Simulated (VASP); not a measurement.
Calculation: PBEsol GGA, VASP's PBE PAW potentials (set 64) (plane waves; VASP).

Input for VASP

INCAR:
```
LDIPOL  =  .TRUE.
EDIFF  =  1E-6
ISPIN  =  2
LVHAR  =  .TRUE.
LMAXMIX  =  4   ! l cut-off of mixed one-centre charges
SIGMA  =  0.1   ! width (eV)
LORBIT  =  11
LASPH  =  .TRUE.   ! aspherical one-centre terms
SYSTEM  =  Ni3Al(100) slab
IDIPOL  =  3
PREC  =  Normal
GGA  =  PS   ! PBEsol
LWAVE  =  .FALSE.
DIPOL  =  0.5 0.5 0.5
LCHARG  =  .FALSE.
LREAL  =  .FALSE.
NELMIN  =  4
ISMEAR  =  1
MAGMOM  =  0.5 0.5 0.5 0.5 0.5 0.5 0.5 0.5 0.5 0.0 0.0 0.0
NELM  =  100   ! most electronic steps
ENCUT  =  400   ! plane-wave cut-off (eV)
ALGO  =  Normal   ! blocked Davidson
```

KPOINTS:
```
Automatic mesh
0
Gamma
8 8 1
0 0 0
```

**POSCAR**
```
Ni3Al(100) slab
1
    3.5203344756     0.0000000000     0.0000000000
    0.0000000000     3.5203344756     0.0000000000
    0.0000000000     0.0000000000    25.3523247529
Ni Al
9 3
Direct
  0.0000000000   0.5000000000   0.3288570303
  0.5000000000   0.0000000000   0.3288570303
  0.5000000000   0.5000000000   0.3952603883
  1.0000000000   0.5000000000   0.4651060057
  0.5000000000   0.0000000000   0.4651060057
  0.5000000000   0.5000000000   0.5346465619
  0.0000000000   0.5000000000   0.6040021629
  0.5000000000   0.0000000000   0.6040021629
  0.5000000000   0.5000000000   0.6708392126
  0.0000000000   0.0000000000   0.3959444014
  0.0000000000   0.0000000000   0.5350497142
  0.0000000000   0.0000000000   0.6723293239
```

POTCAR, in this order: Ni Al (PBE.64 set). Program: vasp_std. Read from the step before: WAVECAR.

What VASP printed:

File OUTCAR:
```
 ion  position               nearest neighbor table
   1  0.000  0.500  0.329-   3 2.44   3 2.44  10 2.45  10 2.45   2 2.49   2 2.49   2 2.49   2 2.49
  LATTYP: Found a simple tetragonal cell.
 ALAT       =     3.5203344756
 C/A-ratio  =     7.2016806723
 Subroutine PRICEL returns:
 Original cell was already a primitive cell.
 Subroutine GETGRP returns: Found  8 space group operations
The static configuration has the point symmetry C_4v.
The dynamic configuration has the point symmetry C_4v.
The overall configuration has the point symmetry C_4v.
 Subroutine INISYM returns: Found  8 space group operations
 Subroutine IBZKPT returns following result:
 Found     15 irreducible k-points:

 Following reciprocal coordinates:
            Coordinates               Weight
  0.000000  0.000000  0.000000      1.000000
  0.125000  0.000000  0.000000      4.000000
  0.250000  0.000000  0.000000      4.000000
  0.375000  0.000000  0.000000      4.000000
  0.500000  0.000000  0.000000      2.000000
  0.125000  0.125000  0.000000      4.000000
  0.250000  0.125000  0.000000      8.000000
  0.375000  0.125000  0.000000      8.000000
  0.500000  0.125000  0.000000      4.000000
  0.250000  0.250000  0.000000      4.000000
  0.375000  0.250000  0.000000      8.000000
  0.500000  0.250000  0.000000      4.000000
  0.375000  0.375000  0.000000      4.000000
  0.500000  0.375000  0.000000      4.000000
  0.500000  0.500000  0.000000      1.000000
   k-points           NKPTS =     15   k-points in BZ     NKDIM =     15   number of bands    NBANDS=     61
   number of dos      NEDOS =    301   number of ions     NIONS =     12
   total plane-waves  NPLWV =  40824
   dimension x,y,z NGX =    18 NGY =   18 NGZ =  126
   dimension x,y,z NGXF=    36 NGYF=   36 NGZF=  252
   ions per type =               9   3
   PREC   = normal    normal or accurate (medium, high low for compatibility)
   ISTART =      1    job   : 0-new  1-cont  2-samecut
   ICHARG =      0    charge: 1-file 2-atom 10-const
   ISPIN  =      2    spin polarized calculation?
   LNONCOLLINEAR =      F non collinear calculations
   LSORBIT =      F    spin-orbit coupling
   INIWAV =      1    electr: 0-lowe 1-rand  2-diag
   ENCUT  =  400.0 eV  29.40 Ry    5.42 a.u.   5.74  5.74 41.34*2*pi/ulx,y,z
   NELM   =    100;   NELMIN=  4; NELMDL=  0     # of ELM steps
   EDIFF  = 0.1E-05   stopping-criterion for ELM
   LREAL  =      F    real-space projection
   NLSPLINE    = F    spline interpolate recip. space projectors
   LMAXMIX     =    4 max onsite mixed and CHGCAR
   VOSKOWN=      0    Vosko Wilk Nusair interpolation
   EDIFFG = 0.1E-04   stopping-criterion for IOM
   NSW    =      0    number of steps for IOM
   NBLOCK =      1;   KBLOCK =      1    inner block; outer block
   IBRION =     -1    ionic relax: 0-MD 1-quasi-New 2-CG
   NFREE  =      0    steps in history (QN), initial steepest desc. (CG)
   ISIF   =      2    stress and relaxation
   ISYM   =      2    0-nonsym 1-usesym 2-fastsym
   TEIN   =    0.0    initial temperature
   TEBEG  =    0.0;   TEEND  =   0.0 temperature during run
   SMASS  =  -3.00    Nose mass-parameter (am)
   PSTRESS=    0.0 pullay stress
   NELECT =      99.0000    total number of electrons
   EFERMI =   0.00;   METHOD = LEGACY
   ISMEAR =     1;   SIGMA  =   0.10  broadening in eV -4-tet -1-fermi 0-gaus
   IALGO  =     38    algorithm
   LDIAG  =      T    sub-space diagonalisation (order eigenvalues)
   IMIX   =      4    mixing-type and parameters
     AMIX     =   0.40;   BMIX     =  1.00
     AMIX_MAG =   1.60;   BMIX_MAG =  1.00
     AMIN     =   0.10
   GGA     = PS    functional components
   VOSKOWN =     0    Vosko Wilk Nusair interpolation
   LHFCALC =     F    Hartree Fock is set to
...
```

OSZICAR:
```
       N       E                     dE             d eps       ncg     rms          rms(c)
DAV:   1    -0.690621235832E+02   -0.69062E+02   -0.15807E-02  6564   0.233E+00    0.827E-01
DAV:   2    -0.707163329977E+02   -0.16542E+01   -0.57655E+00  5775   0.326E+01    0.163E+01
DAV:   3    -0.690300753511E+02    0.16863E+01   -0.31305E+00  5420   0.266E+01    0.982E-01
DAV:   4    -0.690541201651E+02   -0.24045E-01   -0.60167E-02  5197   0.389E+00    0.528E-01
DAV:   5    -0.690568299369E+02   -0.27098E-02   -0.16818E-02  4079   0.206E+00    0.618E-01
DAV:   6    -0.690555978337E+02    0.12321E-02   -0.51582E-03  4287   0.114E+00    0.180E-01
DAV:   7    -0.690559265398E+02   -0.32871E-03   -0.17278E-03  4584   0.775E-01    0.254E-01
DAV:   8    -0.690557118690E+02    0.21467E-03   -0.64537E-04  4373   0.503E-01    0.136E-01
DAV:   9    -0.690557387194E+02   -0.26850E-04   -0.26521E-04  4883   0.294E-01    0.124E-01
DAV:  10    -0.690557457761E+02   -0.70567E-05   -0.11037E-04  5014   0.225E-01    0.109E-01
DAV:  11    -0.690558690510E+02   -0.12327E-03   -0.96253E-05  5362   0.117E-01    0.109E-01
DAV:  12    -0.690559835254E+02   -0.11447E-03   -0.27500E-04  5159   0.226E-01    0.281E-02
DAV:  13    -0.690560445149E+02   -0.60989E-04   -0.60889E-05  4493   0.117E-01    0.480E-02
DAV:  14    -0.690561103505E+02   -0.65836E-04   -0.97129E-06  3737   0.275E-02    0.399E-02
DAV:  15    -0.690561099213E+02    0.42921E-06   -0.42286E-06  2839   0.208E-02
   1 F= -.69056110E+02 E0= -.69056451E+02  d E =0.102323E-02  mag=     1.7369
```

**OUTCAR**
```
------------------------ aborting loop because EDIFF is reached ----------------------------------------
  FORCE on cell =-STRESS in cart. coord.  units (eV):
  Direction    XX          YY          ZZ          XY          YZ          ZX
  --------------------------------------------------------------------------------------
  Total       -3.7463332     -3.7463332     -0.5340982      0.0000000      0.0000000      0.0000000
  in kB      -19.1043093    -19.1043093     -2.7236171      0.0000000      0.0000000      0.0000000
  external PRESSURE =     -13.6440786 kB  Pullay stress =       0.0000000 kB
  volume of cell :      314.19
      direct lattice vectors                 reciprocal lattice vectors
     3.520334476  0.000000000  0.000000000     0.284063917  0.000000000  0.000000000
     0.000000000  3.520334476  0.000000000     0.000000000  0.284063917  0.000000000
     0.000000000  0.000000000 25.352324753     0.000000000  0.000000000  0.039444114
 POSITION                                       TOTAL-FORCE (eV/Angst)
 -----------------------------------------------------------------------------------
      0.00000      1.76017      8.33729         0.000000      0.000000      0.001221
      1.76017      0.00000      8.33729         0.000000     -0.000000      0.001221
      1.76017      1.76017     10.02077         0.000000     -0.000000      0.001051
      0.00000      1.76017     11.79152         0.000000     -0.000000     -0.001997
      1.76017      0.00000     11.79152         0.000000     -0.000000     -0.001997
      1.76017      1.76017     13.55453         0.000000      0.000000     -0.007865
      0.00000      1.76017     15.31286         0.000000      0.000000      0.012227
      1.76017      0.00000     15.31286         0.000000     -0.000000      0.012227
      1.76017      1.76017     17.00733         0.000000     -0.000000     -0.013055
      0.00000      0.00000     10.03811         0.000000     -0.000000      0.004482
      0.00000      0.00000     13.56475         0.000000     -0.000000      0.002576
      0.00000      0.00000     17.04511        -0.000000     -0.000000     -0.010089
 -----------------------------------------------------------------------------------
    total drift:                                0.000000      0.000000      0.007333
  FREE ENERGIE OF THE ION-ELECTRON SYSTEM (eV)
  ---------------------------------------------------
  free  energy   TOTEN  =       -69.0561099213 eV

  energy  without entropy=      -69.0571331558  energy(sigma->0) =      -69.05645100

 total charge

# of ion       s       p       d       tot
------------------------------------------
    1        0.492   0.365   8.394   9.251
    2        0.492   0.365   8.394   9.251
    3        0.522   0.559   8.394   9.475
    4        0.510   0.549   8.393   9.451
    5        0.510   0.549   8.393   9.451
    6        0.509   0.554   8.394   9.457
    7        0.514   0.563   8.409   9.486
    8        0.514   0.563   8.409   9.486
    9        0.470   0.403   8.460   9.333
   10        0.405   0.415   0.000   0.821
   11        0.410   0.407   0.000   0.816
   12        0.437   0.355   0.000   0.792
--------------------------------------------------
tot          5.784   5.648  75.638  87.070

 magnetization (x)

# of ion       s       p       d       tot
------------------------------------------
    1       -0.001  -0.003   0.303   0.298
    2       -0.001  -0.003   0.303   0.298
    3       -0.003  -0.009   0.327   0.315
    4       -0.003  -0.011   0.277   0.263
    5       -0.003  -0.011   0.277   0.263
    6       -0.003  -0.009   0.212   0.201
    7       -0.002  -0.006   0.111   0.102
    8       -0.002  -0.006   0.111   0.102
    9       -0.003  -0.003   0.012   0.006
   10       -0.001  -0.008   0.000  -0.010
   11       -0.001  -0.006   0.000  -0.007
   12       -0.001  -0.003   0.000  -0.004
--------------------------------------------------
tot         -0.025  -0.080   1.933   1.827
```
(Selected blocks of OUTCAR.)

OUTCAR:
```
 val. band max:        1.3786017525   @ k =   0.3750   0.2500   0.0000

 cond. band min:       1.3881319609   @ k =   0.1250   0.0000   0.0000


 Fermi energy:         1.3803077773

 spin component 1

 k-point     1 :       0.0000    0.0000    0.0000
  band No.  band energies     occupation
      1      -8.5712      1.00000
      2      -7.7602      1.00000
      3      -6.4575      1.00000
      4      -4.5784      1.00000
      5      -3.2390      1.00000
      6      -3.0402      1.00000
      7      -2.5514      1.00000
      8      -2.4492      1.00000
      9      -2.2988      1.00000
     10      -2.0359      1.00000
     11      -2.0359      1.00000
     12      -2.0103      1.00000
     13      -1.9680      1.00000
     14      -1.8488      1.00000
     15      -1.8488      1.00000
     16      -1.8314      1.00000
     17      -1.7880      1.00000
     18      -1.5172      1.00000
     19      -1.4796      1.00000
     20      -1.4796      1.00000
     21      -1.1480      1.00000
     22      -0.5142      1.00000
     23      -0.5142      1.00000
     24      -0.3696      1.00000
     25      -0.2610      1.00000
     26      -0.1970      1.00000
     27      -0.1403      1.00000
     28      -0.1403      1.00000
     29      -0.0140      1.00000
     30      -0.0140      1.00000
     31       0.0274      1.00000
     32       0.1028      1.00000
     33       0.3719      1.00000
     34       0.3719      1.00000
     35       0.3731      1.00000
     36       0.5130      1.00000
     37       0.5239      1.00000
     38       0.7492      1.00000
     39       0.7492      1.00000
     40       0.8050      1.00000
     41       0.8120      1.00000
     42       0.8887      1.00000
     43       0.9780      1.00000
     44       1.0842      1.00012
     45       1.1378      1.00161
     46       1.1806      1.00806
     47       1.1806      1.00806
     48       1.2704      1.03259
     49       1.3375      0.82833
...
```

The cell is a thin slab with vacuum, built from Ni3Al (L1_2): (100) face.
